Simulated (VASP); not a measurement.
Calculation: PBE GGA with D3 dispersion (Becke-Johnson damping), VASP's PBE PAW potentials (set 64) (plane waves; VASP).

A VASP calculation is set up with these files.

### POSCAR
```
HfO2
1
    0.0000000000     2.5239568238     2.5239568238
    2.5239568238     0.0000000000     2.5239568238
    2.5239568238     2.5239568238    -0.0000000000
Hf O
1 2
Direct
  0.0000000000   0.0000000000   0.0000000000
  0.2500000000   0.2500000000   0.2500000000
  0.7500000000   0.7500000000   0.7500000000
```

**KPOINTS**
```
Automatic mesh
0
Gamma
7 7 7
0 0 0
```

INCAR:
```
LCHARG = .False.
EDIFF = 1E-6   ! SCF stop (eV)
SIGMA = 0.05
EDIFFG = -0.02   ! ionic stop
ISIF = 3
LREAL = .False.   ! projection in real space or not
SYSTEM = HfO2
IVDW = 12   ! D3, Becke-Johnson
GGA = PE   ! PBE
ENCUT = 520
LASPH = .True.   ! aspherical one-centre terms
PREC = Accurate
LMAXMIX = 6   ! l cut-off of mixed one-centre charges
NELM = 100
LWAVE = .False.
NSW = 60   ! most ionic steps
ALGO = Normal   ! blocked Davidson
IBRION = 2   ! conjugate gradients
ISMEAR = 0
```

POTCAR, in this order: Hf_pv O (PBE.64 set). Program: vasp_std.

The resulting files:

### OSZICAR
```
       N       E                     dE             d eps       ncg     rms          rms(c)
DAV:   1     0.103656501060E+03    0.10366E+03   -0.13237E+04   600   0.146E+03
DAV:   2    -0.321610663305E+02   -0.13582E+03   -0.13341E+03   782   0.323E+02
DAV:   3    -0.359758319888E+02   -0.38148E+01   -0.38127E+01   775   0.543E+01
DAV:   4    -0.359955745145E+02   -0.19743E-01   -0.19740E-01   761   0.427E+00
DAV:   5    -0.359957524703E+02   -0.17796E-03   -0.17794E-03   775   0.358E-01    0.496E+01
DAV:   6    -0.303671116433E+02    0.56286E+01   -0.29815E+01   670   0.389E+01    0.439E+01
DAV:   7    -0.302752087557E+02    0.91903E-01   -0.73070E-01   733   0.803E+00    0.293E+01
DAV:   8    -0.302524827605E+02    0.22726E-01   -0.21136E-01   747   0.489E+00    0.592E+00
DAV:   9    -0.302420303781E+02    0.10452E-01   -0.40723E-02   705   0.183E+00    0.168E+00
DAV:  10    -0.302421052659E+02   -0.74888E-04   -0.43043E-03   779   0.524E-01    0.301E-01
DAV:  11    -0.302420799940E+02    0.25272E-04   -0.27154E-04   698   0.140E-01    0.218E-01
DAV:  12    -0.302420899987E+02   -0.10005E-04   -0.51386E-05   755   0.546E-02    0.556E-02
DAV:  13    -0.302420908480E+02   -0.84926E-06   -0.19102E-06   643   0.115E-02
   1 F= -.30970705E+02 E0= -.30970705E+02  d E =-.309707E+02
```

### OUTCAR
```
------------------------ aborting loop because EDIFF is reached ----------------------------------------
 Edisp (eV)   -0.72861
  FORCE on cell =-STRESS in cart. coord.  units (eV):
  Direction    XX          YY          ZZ          XY          YZ          ZX
  --------------------------------------------------------------------------------------
  Total      -0.00779    -0.00779    -0.00779     0.00000     0.00000     0.00000
  in kB      -0.38808    -0.38808    -0.38808     0.00000     0.00000     0.00000
  external pressure =       -0.39 kB  Pullay stress =        0.00 kB
  volume of cell :       32.16
      direct lattice vectors                 reciprocal lattice vectors
     0.000000000  2.523956824  2.523956824    -0.198101646  0.198101646  0.198101646
     2.523956824  0.000000000  2.523956824     0.198101646 -0.198101646  0.198101646
     2.523956824  2.523956824  0.000000000     0.198101646  0.198101646 -0.198101646
 POSITION                                       TOTAL-FORCE (eV/Angst)
 -----------------------------------------------------------------------------------
      0.00000      0.00000      0.00000         0.000000      0.000000     -0.000000
      1.26198      1.26198      1.26198        -0.000000     -0.000000      0.000000
      3.78594      3.78594      3.78594        -0.000000      0.000000     -0.000000
 -----------------------------------------------------------------------------------
    total drift:                                0.000000      0.000000      0.000000
  FREE ENERGIE OF THE ION-ELECTRON SYSTEM (eV)
  ---------------------------------------------------
  free  energy   TOTEN  =       -30.9707047726 eV

  energy  without entropy=      -30.9707047726  energy(sigma->0) =      -30.97070477

 reached required accuracy - stopping structural energy minimisation
```
(Selected blocks of OUTCAR.)

The compound is HfO2 in the fluorite structure, the high-temperature cubic form, which is unstable at 0 K; the monoclinic form is the stable one. It was relaxed first. The start is the result of an earlier pass.
